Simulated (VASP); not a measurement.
Method: r2SCAN meta-GGA, VASP's PBE PAW potentials (set 64) (plane waves; VASP 6.6.1).

A VASP calculation is set up with these files.

### INCAR
```
SYSTEM = LiH
PREC = Accurate
ENCUT = 520
EDIFF = 1E-7
NELM = 100
ALGO = Normal
LREAL = .FALSE.
LASPH = .TRUE.
ISMEAR = -5
METAGGA = R2SCAN
LMIXTAU = .TRUE.
LWAVE = .FALSE.
LCHARG = .FALSE.
LORBIT = 11
NEDOS = 601
ISIF = 2
```

KPOINTS_OPT:
```
k-points along high-symmetry lines
10
Line-mode
Reciprocal
  0.000000   0.000000   0.000000 ! GAMMA
  0.500000   0.000000   0.500000 ! X

  0.500000   0.000000   0.500000 ! X
  0.625000   0.250000   0.625000 ! U

  0.375000   0.375000   0.750000 ! K
  0.000000   0.000000   0.000000 ! GAMMA

  0.000000   0.000000   0.000000 ! GAMMA
  0.500000   0.500000   0.500000 ! L

  0.500000   0.500000   0.500000 ! L
  0.500000   0.250000   0.750000 ! W

  0.500000   0.250000   0.750000 ! W
  0.500000   0.000000   0.500000 ! X
```

**POSCAR**
```
LiH
1
    0.0000000000     1.9912254005     1.9912254005
    1.9912254005     0.0000000000     1.9912254005
    1.9912254005     1.9912254005     0.0000000000
Li H
1 1
Direct
  0.0000000000   0.0000000000   0.0000000000
  0.5000000000   0.5000000000   0.5000000000
```

### KPOINTS
```
Automatic mesh
0
G
13 13 13
0 0 0
```

POTCAR, in this order: Li_sv H (PBE.64 set). Program: vasp_std.

**Question.** Predict the energy per atom (σ→0), band gap (over mesh and band path).

**Answer.** 
```json
{
 "energy per atom (σ→0)": "-3.409 eV/atom",
 "band gap (over mesh and band path)": "3.57 eV"
}
```

OSZICAR:
```
...
DAV:  15    -0.681724124613E+01   -0.14175E-06   -0.12314E-06  1164   0.106E-02    0.673E-04
DAV:  16    -0.681724103606E+01    0.21006E-06   -0.34040E-07  1068   0.794E-03    0.109E-03
DAV:  17    -0.681724286991E+01   -0.18338E-05   -0.47551E-07  1008   0.709E-03    0.348E-04
DAV:  18    -0.681724259530E+01    0.27461E-06   -0.23437E-08   888   0.160E-03    0.706E-05
DAV:  19    -0.681724275328E+01   -0.15798E-06   -0.12637E-09   516   0.432E-04    0.452E-05
DAV:  20    -0.681724278749E+01   -0.34215E-07   -0.42235E-10   522   0.289E-04
   1 F= -.68172428E+01 E0= -.68172428E+01  d E =0.000000E+00
       N       E                     dE             ncg
```

The structure was generated: LiH was put into the rock salt type (Fm-3m), which need not be its known phase. It was relaxed first, which changed the volume by +56 %.
